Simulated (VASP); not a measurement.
A run of VASP 6.6.1:

The input INCAR:

```
SYSTEM = CaIrN2
PREC     = Accurate       ! precision mode
ENCUT    = 450            ! plane-wave cutoff, eV
EDIFF    = 1E-6           ! SCF threshold, eV
ISMEAR   = 0              ! smearing method
SIGMA    = 0.02           ! smearing width, eV
LREAL    = .False.        ! projectors in reciprocal space
LASPH    = .True.         ! aspherical terms in the spheres
NELM     = 60             ! most SCF steps
ALGO     = Normal         ! electronic algorithm
ISIF     = 2              ! what is computed and relaxed
LWAVE    = .False.        ! write WAVECAR
LCHARG   = .True.         ! write CHGCAR
GGA      = PE             ! functional
LELF     = .True.         ! ELF
LVHAR    = .True.
```

File KPOINTS:

```
regular mesh
0
Gamma
  4 4 4
  0 0 0
```

File POSCAR:

```
CaIrN2
1.0
    1.6488500006      0.9519639917      5.0094002244
   -1.6488500006      0.9519639917      5.0094002244
    0.0000000000     -1.9039279834      5.0094002244
Ir Ca N
1 1 2
Direct
    0.5000000000      0.5000000000      0.5000000000
    0.0000000000      0.0000000000      0.0000000000
    0.2308810000      0.2308810000      0.2308810000
    0.7691190000      0.7691190000      0.7691190000
```

Potentials or basis: VASP PAW PBE potentials, release 64 (Ir_sv_GW, Ca_sv_GW, N_GW).

Run with:

```sh
$ cat potpaw_PBE.64/Ir_sv_GW/POTCAR potpaw_PBE.64/Ca_sv_GW/POTCAR potpaw_PBE.64/N_GW/POTCAR > POTCAR
$ mpirun -np 1 vasp_std > vasp.out
```

Hardware: 1 thread of Intel(R) Xeon(R) 6975P-C (Granite Rapids) (shared host).

Task: How long does it take, and how much memory?

Result: Wall time 22 s on 1 thread of Intel(R) Xeon(R) 6975P-C (Granite Rapids), on a shared host, peak memory 0.25 GiB. Counts: scf iterations 15, k points 13.
